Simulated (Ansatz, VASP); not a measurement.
**CsRe in VASP and in Ansatz**

The input INCAR:

```
  ALGO = Normal
  EDIFF = 1E-7
  ENCUT = 520
  GGA = RP
  ISIF = 2
  ISMEAR = -1
  LASPH = T
  LCHARG = F
  LMAXMIX = 4
  LREAL = F
  LWAVE = F
  NBANDS = 15
  NELM = 100
  PREC = Accurate
  SIGMA = 0.05
```

KPOINTS

```
k-points
0
Gamma
  7 7 7
```

The input POSCAR:

```
CsRe
1.0
    0.0000000000      3.4223023900      3.4223023900
    3.4223023900      0.0000000000      3.4223023900
    3.4223023900      3.4223023900      0.0000000000
Cs Re
1 1
Direct
    0.2500000000      0.2500000000      0.2500000000
    0.5000000000      0.5000000000      0.5000000000
```

The input KPOINTS_OPT:

```
path GXWKGLUWLK,UX
10
line-mode
reciprocal
 0.0000000000  0.0000000000  0.0000000000  G
 0.5000000000  0.0000000000  0.5000000000  X

 0.5000000000  0.0000000000  0.5000000000  X
 0.5000000000  0.2500000000  0.7500000000  W

 0.5000000000  0.2500000000  0.7500000000  W
 0.3750000000  0.3750000000  0.7500000000  K

 0.3750000000  0.3750000000  0.7500000000  K
 0.0000000000  0.0000000000  0.0000000000  G

 0.0000000000  0.0000000000  0.0000000000  G
 0.5000000000  0.5000000000  0.5000000000  L

 0.5000000000  0.5000000000  0.5000000000  L
 0.6250000000  0.2500000000  0.6250000000  U

 0.6250000000  0.2500000000  0.6250000000  U
 0.5000000000  0.2500000000  0.7500000000  W

 0.5000000000  0.2500000000  0.7500000000  W
 0.5000000000  0.5000000000  0.5000000000  L

 0.5000000000  0.5000000000  0.5000000000  L
 0.3750000000  0.3750000000  0.7500000000  K

 0.6250000000  0.2500000000  0.6250000000  U
 0.5000000000  0.0000000000  0.5000000000  X
```

File input.yaml:

```yaml
crystal:
  lattice:
    - [0.0, 3.42230239, 3.42230239]
    - [3.42230239, 0.0, 3.42230239]
    - [3.42230239, 3.42230239, 0.0]
  atoms:
    - { symbol: Cs, position: [0.25, 0.25, 0.25] }
    - { symbol: Re, position: [0.5, 0.5, 0.5] }
hamiltonian:
  xc: rpbe
  pseudopotentials: { kind: paw }
kpoints:
  mp_grid: { grid: [7, 7, 7] }
  band_path:
    path:
      - [[0.0, 0.0, 0.0], [0.5, 0.0, 0.5], [0.5, 0.25, 0.75], [0.375, 0.375, 0.75], [0.0, 0.0, 0.0], [0.5, 0.5, 0.5], [0.625, 0.25, 0.625], [0.5, 0.25, 0.75], [0.5, 0.5, 0.5], [0.375, 0.375, 0.75]]
      - [[0.625, 0.25, 0.625], [0.5, 0.0, 0.5]]
    npoints: 14
scf:
  occupations: { method: fermi_dirac, width: 0.05 }
  n_extra_bands: 6
output:
  forces: true
  stress: true
  eigenvalues: true
  fatbands: false
  write_density: true
  write_potential: true
  elf: true
  volumetric_format: npy
```

The cell was built by a generator and needn't be a form met in nature.

Alike in both runs: task band structure; functional RPBE; k mesh 7 × 7 × 7; occupations fermi-dirac, width 0.05 eV; no spin polarisation.

|  | VASP | Ansatz |
| --- | --- | --- |
| version | VASP 6.6.1 | Ansatz 0.2.0 |
| potentials or method | VASP PAW PBE potentials, release 64 (Cs_sv, Re) | Ansatz PAW |
| plane-wave cutoff (eV) | 520 | 420 |
| valence electrons in the cell | 16 | 24 |

```tsv
	VASP	Ansatz	Ansatz less VASP
gap on the k mesh at the Fermi level (eV)	none	none	-
pressure (GPa)	0.5	-0.2	-0.72
```

A gap of «none» marks a metal or a gap that the smearing closes. With one functional, cell and mesh, what is left measures potentials, basis and numerics. The two sets of potentials don't hold the same shells in valence.

Caveats: spin-orbit coupling is left out, which moves the levels of the heavy elements; the PAW data sets were made with another functional, which shifts forces and pressure a little (VASP); the PAW data sets come from PBE, with cores solved anew for the run's functional, which leaves a small shift of forces and pressure (Ansatz).
